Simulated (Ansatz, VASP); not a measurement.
# Cross-check of BN between VASP and Ansatz, part 2 of 2

Wanted: the spread between two codes on one cell, functional and k mesh. The cell is taken from a series of runs on this material, whose earlier steps may have relaxed, scaled, displaced or heated it; both programs get it as it stands.

VASP 6.6.1 and Ansatz 0.2.0.

So far: The structure; VASP: zone-centre phonons, PBE.

## Step 3: Ansatz: zone-centre phonons, PBE

Level of this step: Ansatz beside VASP: Kohn-Sham DFT, plane waves, PBE (Ansatz).

Ansatz runs on its default PAW (the set named soft_2) files.

The same cell, functional, mesh and smearing now go to Ansatz, which takes its cutoff from its data sets.

The input, input.yaml:

```yaml
crystal:
  lattice:
    - [2.5121538151, 0.0, 0.0]
    - [-1.2560769076, 2.175589022, 0.0]
    - [0.0, 0.0, 8.4946775513]
  atoms:
    - { symbol: B, position: [0.3333333333, 0.6666666667, 0.25] }
    - { symbol: B, position: [0.6666666667, 0.3333333333, 0.75] }
    - { symbol: "N", position: [0.3333333333, 0.6666666667, 0.75] }
    - { symbol: "N", position: [0.6666666667, 0.3333333333, 0.25] }
total_charge: 0.4
kpoints:
  mp_grid: { grid: [15, 15, 4] }
hamiltonian:
  xc: pbe
scf:
  occupations: { method: fermi_dirac, width: 0.026 }
  n_extra_bands: 10
output:
  eigenvalues: true
phonons:
  method: dfpt
```

The run is started by

```bash
$ ansatz run input.yaml --threads 4 --pin off --max-ram 8192MiB --backend cpu --events-out ev --progress --plain --runs-dir out
```

Numbers of over 12 decimals in the logs are rounded to 6 here.

The log of the run:

```text
scf.n_extra_bands = 10 over 8 filled bands (N_el = 15.6): the run solves 18 bands
zone centre: on kpoints.mp_grid the ground state, and the responses unless they are solved on pairs of k-points, stand on 192 of the mesh's 900 k-points, reduced under 4 symmetry operations, with k and −k counted as one. Each operation leaves every solved displacement unchanged or reverses it
Engine: ansatz 0.2.0, aarch64-unknown-linux-gnu
Pseudopotentials: kind: paw
Pseudopotential: B, paw, valence charge 3, recommended cutoff 420 eV (normal), B.paw.azcp
Pseudopotential: N, paw, valence charge 5, recommended cutoff 420 eV (normal), N.paw.azcp
Functional definition: PBE
  parameter kappa = 0.804
  parameter beta = 0.066725
  exchange = pbe_x(kappa = kappa, mu = beta*pi^2/3)
  correlation = pbe_c(beta = beta)
Crystal: 4 atoms, lattice volume = 46.427 Å³
Basis set: ecut = 420 eV, 899 PW (Γ), exchange–correlation on 36×36×120 points (8 copies of the dense FFT grid, shifted against one another)
Bands: 18, of which v1, the nominal top of the filled ones, is band 8 counted from 1 (7 counted from 0)
Symmetry: 24 space group operations
k-points: 192 of 900 (irreducible under 4 space group operations, time reversal used)
Non-local potential: B, projectors of the file, l = 0: 2, l = 1: 2, l = 2: 1
Non-local potential: N, projectors of the file, l = 0: 2, l = 1: 2, l = 2: 1
PAW form: soft (Blöchl's): semilocal exchange-correlation on the pseudo side does not see the compensation charge
PAW one-centre angular grid: B, 110 points (default); XC on 64 Gauss nodes
PAW one-centre angular grid: N, 110 points (default); XC on 64 Gauss nodes
Initial density: superposition of atomic densities (neutral atoms scaled as one to the charged cell's electrons: chi_scale 0, normalization atom), corrected by the library's trained network
Initial wavefunctions: pseudopotential atomic-orbital guess
Functional: x = pbe(κ = 0.804, μ = 0.219515), c = pbe(β = 0.066725)
SCF iter   1: F=—  HF=-1085.758382 eV  |F-HF|=—  |Δ(HF+E_count)|=         —  Δρ=2.84e-2  dr2=3.24e-1  ethr=1.77e-3  ⟨swp⟩=6.5  Hψ=18226  notcnv=0  defer=35
preconditioner: auto → LDOS  [insulator: Δε(μ)=0.147 eV  Ē_g=19.599 eV  σ=0.026 eV  W_gap=0.54  n_scr=6 (ndim 8)  ℏωp=21.5 eV  f_vac=0.246  D(μ)=1.28/eV (n_scr^D=6)  ε∞_Penn≈2.2  β→1.0]
SCF iter   2: F=—  HF=-1085.635659 eV  |F-HF|=—  |Δ(HF+E_count)|=   1.23e-1  Δρ=1.33e-2  dr2=4.30e-2  ethr=1.77e-3  ⟨swp⟩=2.9  Hψ=7694  notcnv=0  defer=706
SCF iter   3: F=—  HF=-1085.631419 eV  |F-HF|=—  |Δ(HF+E_count)|=   4.24e-3  Δρ=1.99e-3  dr2=1.60e-3  ethr=2.76e-4  ⟨swp⟩=2.4  Hψ=5322  notcnv=0  defer=706
SCF iter   4: F=—  HF=-1085.631606 eV  |F-HF|=—  |Δ(HF+E_count)|=   1.87e-4  Δρ=4.32e-4  dr2=8.98e-5  ethr=1.02e-5  ⟨swp⟩=2.7  Hψ=5213  notcnv=0  defer=706
SCF iter   5: F=—  HF=-1085.631638 eV  |F-HF|=—  |Δ(HF+E_count)|=   3.20e-5  Δρ=4.39e-5  dr2=4.74e-7  ethr=5.76e-7  ⟨swp⟩=2.6  Hψ=4247  notcnv=0  defer=706
SCF iter   6: F=—  HF=-1085.631639 eV  |F-HF|=—  |Δ(HF+E_count)|=   6.77e-7  Δρ=4.22e-6  dr2=4.69e-9  ethr=3.04e-9  ⟨swp⟩=2.5  Hψ=4692  notcnv=0  defer=706
SCF iter   7: F=—  HF=-1085.631639 eV  |F-HF|=—  |Δ(HF+E_count)|=   1.07e-8  Δρ=4.03e-7  dr2=4.68e-11  ethr=3.01e-11  ⟨swp⟩=2.2  Hψ=4214  notcnv=0  defer=706
SCF iter   8: F=-1085.631639 eV  HF=-1085.631639 eV  |F-HF|=1.14e-12  |Δ(HF+E_count)|=  6.00e-11  Δρ=4.26e-8  dr2=4.88e-13  ethr=1.00e-12  ⟨swp⟩=11.1  Hψ=17654  notcnv=0
SCF 1 converged in 8 iterations: F = -1085.631639 eV  dr2 = 4.88e-13
  greatest PAW one-centre occupation: 0.800 electrons in one spin orbital (limit 2), on the N atom at site 3 (counted from 0), in its partial waves of l = 0
DFPT response loops at Γ: preconditioner auto → none (partly filled bands, converged f_vac=0.260); β = 0.50; Broyden in place of MSR1
SCF converged after 8 iterations
Free energy (F): -1085.631639 eV
Harris-Foulkes:  -1085.631639 eV  (|F-HF|=1.14e-12)
Internal energy: -1085.628844 eV  (E = F + TS)
E sigma→0 (E₀):  -1085.630241 eV
Entropy (-TS):   -0.002795 eV (-0.699 meV/atom)
Fermi energy:    1.408437 eV
--- Per-component energies (eV) ---
  E_band       = -81.815842
  E_kinetic    = 358.507537
  E_local      = -972.417815  (includes V_loc(G=0)·N_el)
  E_nonlocal   = 115.104362
  E_hartree    = 342.353772
  E_xc         = -179.791365
  E_vxc        = -222.696882  (∫ρ·V_xc dr)
  E_paw        = -413.033461  (= ΣΔE_a)
  E_vpaw       = -45.020793  (= ΣTr[D̂ρ^β])
  E_aug_tail   = 0.000191  (compensation charges beyond the density's cutoff)
  E_ewald      = -336.352064
  E_smearing   = -0.002795  (= −TS)
  E_closure    = -0.000000  (closes the sum)
  E_deformation_potential = 4.229361  (in the stress; not in F)
  Σ components = -1085.631639   (vs F -1085.631639, Δ=0.00e0)
--- Band table (eV; the first three rows and the last of 192) ---
  k-point 0: bands = [... 4 lower, 0.6096, 0.6096, 0.6100, 0.6100, 7.1689, 10.2413, 12.2386, 13.6600, ... 6 higher]
  k-point 1: bands = [... 4 lower, 0.6092, 0.6092, 0.6098, 0.6098, 7.4776, 9.4744, 12.8798, 13.6618, ... 6 higher]
  k-point 2: bands = [... 4 lower, 0.6092, 0.6092, 0.6092, 0.6092, 8.3241, 8.3241, 13.6658, 13.6658, ... 6 higher]
  k-point 191: bands = [... 4 lower, -3.3481, -3.3481, 0.5864, 0.5864, 8.3423, 8.3423, 13.1076, 13.1076, ... 6 higher]
--- Phonons (Γ-DFPT): 4 representative perturbations + reference, on 192 of 900 k-points (Σ response iterations 13) ---
  k mesh reduced under 4 symmetry operations, with k and −k counted as one. Each operation leaves every solved displacement unchanged or reverses it
  ASR residual: 1.318e-3 → 0.000e0 eV/Å²; symmetrization residual: 9.909e-7 eV/Å²
  ASR residual per site (eV/Å²): 1.32e-3 1.32e-3 1.10e-3 1.10e-3
  Γ frequencies (cm⁻¹): 0.00 0.00 0.00 9.01 9.01 46.79 777.10 804.00 1360.79 1360.79 1373.59 1373.59
  non-analytic LO–TO correction: not included (Born effective charges unavailable; polar crystals: no LO–TO splitting at Γ)
```

The column dr2 measures how far the density is from self-consistency, as an energy; F and HF (Harris–Foulkes) agree once it is small.

## Step 4: Comparison

Known differences besides the potentials themselves: the cutoff is 420 eV in Ansatz and 600 eV in VASP. Total energies have different zeros and are not compared.

Both answers:

```csv
quantity,Ansatz,VASP,difference
"optical mode 1 to 2 (imaginary, printed as negative) (cm⁻¹)",9.0,-11.9,+20.9
optical mode 3 (cm⁻¹),46.8,46.3,+0.5
optical mode 4 (cm⁻¹),777.1,777.9,-0.10 %
optical mode 5 (cm⁻¹),804.0,804.9,-0.11 %
optical mode 6 to 7 (cm⁻¹),1360.8,1359.5,+0.10 %
optical mode 8 to 9 (cm⁻¹),1373.6,1371.9,+0.12 %
```

Modes are paired by rising frequency, not by their patterns, so a pair may set unlike modes beside each other; they are those without the splitting of longitudinal modes. The cell carries a charge of +0.4 e against a uniform background, so its pressure also hangs on how the neutralising background is counted, and in a defect's cell a gap may be the spacing between its levels.

## Step 5: Summary of results

```yaml
r_m_s_difference_of_the_optical_zone_centre_modes_each_program_s_sorted_by_frequency_zone_centre_phonons_pbe: 9.9 cm⁻¹
```

In words: The r.m.s. difference of the optical zone-centre modes, each program's sorted by frequency is 9.9 cm⁻¹ (zone-centre phonons, PBE). What causes the difference of the zone-centre phonons, PBE pair stays open here. Such differences can come from data sets, numerical settings and the points named under the comparisons, not from the functional's error against experiment.

[Lines on the potential files, build, host, timing and source positions are cut from VASP's logs without a mark.]

[Logs are printed without paths, hosts, clocks, repeated set-up lines and the standing remarks that a program may print on its own settings, such as how far it seeks lower states.]

[Hosts, paths, dates, database ids (printed as entryN), source tags and the programs' standing remarks are cut or masked in the printed files.]
